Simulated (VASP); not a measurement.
```
S2Si
1.0
   -2.77189     2.77189     4.35666
    2.77189    -2.77189     4.35666
    2.77189     2.77189    -4.35666
Si S
2 4
Cartesian
  0.00000   2.77189   2.17833
  0.00000   0.00000   0.00000
  1.38594   1.20732  -1.08917
  1.20732   4.15783   1.08917
  1.38594   1.56456   3.26750
  1.56456  -1.38594   5.44583
```

Calculation: r2SCAN meta-GGA, VASP's PBE PAW potentials (set 64) (plane waves; VASP 6.6.1). Run with 400 eV cut-off, 6×6×6 Γ-centred mesh, tetrahedra with Blöchl corrections, potentials Si S.

Question: Give the energies of bands 6 to 19 at the high-symmetry points, in eV from the valence-band maximum.

Answer: 
```json
[
 {"band": "6", "Γ": "-5.01", "X": "-7.06", "P": "-7.00", "N": "-5.67", "M": "-6.72", "S": "-6.27", "R": "-6.84"},
 {"band": "7", "Γ": "-5.01", "X": "-4.00", "P": "-4.37", "N": "-4.83", "M": "-4.18", "S": "-4.47", "R": "-4.19"},
 {"band": "8", "Γ": "-4.15", "X": "-4.00", "P": "-4.37", "N": "-4.18", "M": "-4.18", "S": "-4.12", "R": "-4.19"},
 {"band": "9", "Γ": "-4.14", "X": "-3.13", "P": "-2.67", "N": "-2.72", "M": "-2.27", "S": "-2.92", "R": "-2.97"},
 {"band": "10", "Γ": "-3.28", "X": "-3.13", "P": "-2.67", "N": "-2.70", "M": "-2.27", "S": "-2.75", "R": "-2.97"},
 {"band": "11", "Γ": "-1.77", "X": "-1.86", "P": "-1.93", "N": "-2.37", "M": "-1.95", "S": "-2.02", "R": "-1.98"},
 {"band": "12", "Γ": "-1.37", "X": "-1.86", "P": "-1.93", "N": "-2.23", "M": "-1.95", "S": "-1.80", "R": "-1.98"},
 {"band": "13", "Γ": "-1.37", "X": "-0.75", "P": "-0.58", "N": "-1.04", "M": "-1.88", "S": "-1.64", "R": "-0.91"},
 {"band": "14", "Γ": "-0.50", "X": "-0.75", "P": "-0.58", "N": "-0.97", "M": "-1.88", "S": "-0.78", "R": "-0.91"},
 {"band": "15", "Γ": "-0.50", "X": "-0.23", "P": "-0.49", "N": "-0.30", "M": "-0.18", "S": "-0.53", "R": "-0.23"},
 {"band": "16", "Γ": "-0.16", "X": "-0.23", "P": "-0.49", "N": "-0.24", "M": "-0.18", "S": "0.00", "R": "-0.23"},
 {"band": "17", "Γ": "3.55", "X": "4.27", "P": "4.37", "N": "4.23", "M": "3.97", "S": "3.77", "R": "4.21"},
 {"band": "18", "Γ": "4.83", "X": "4.27", "P": "4.37", "N": "4.95", "M": "3.97", "S": "4.36", "R": "4.21"},
 {"band": "19", "Γ": "4.86", "X": "5.21", "P": "5.01", "N": "5.02", "M": "4.10", "S": "4.51", "R": "5.27"}
]
```

The gap is indirect, 3.55 eV, from the valence maximum at (-0.33, 0.33, 0.33) to the conduction minimum at Γ.

The structure comes from a computed database's SiS2 entry (I-42d); how it stands against other phases isn't given here. It was relaxed first.
